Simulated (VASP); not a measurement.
```
Mg2Sn
1.0
    0.00000     3.40359     3.40359
    3.40359     0.00000     3.40359
    3.40359     3.40359     0.00000
Mg Sn
2 1
Direct
  0.25000   0.25000   0.25000
  0.75000   0.75000   0.75000
  0.00000   0.00000   0.00000
```

Method: PBE GGA, VASP's PBE PAW potentials (set 64) (plane waves; VASP 6.6.1). Numerical set-up: 520 eV cut-off, Gaussian smearing of 0.050 eV, potentials Mg Sn_d.

### Question
Give the energies of bands 7 to 12 at the high-symmetry points, in eV from the Fermi level.

### Answer

| band | Γ | X | U | L | W |
|---|---|---|---|---|---|
| 7 | 0.09 | -4.46 | -4.05 | -4.66 | -3.66 |
| 8 | 0.09 | -1.99 | -3.41 | -0.73 | -3.66 |
| 9 | 0.09 | -1.99 | -1.67 | -0.73 | -2.56 |
| 10 | 1.39 | -0.11 | 0.45 | 0.67 | 2.73 |
| 11 | 2.20 | 0.27 | 2.65 | 2.28 | 2.99 |
| 12 | 2.20 | 7.21 | 5.32 | 2.28 | 2.99 |

It has no gap at this level: it comes out as a metal or semimetal.

Measured: gap 0.36 eV (computed value off by -0.36 eV), as given by Byungki Ryu et al., Journal of the Korean Physical Society (2019), arXiv:1905.06140.

The compound is Mg2Sn in the antifluorite structure. It was relaxed first.
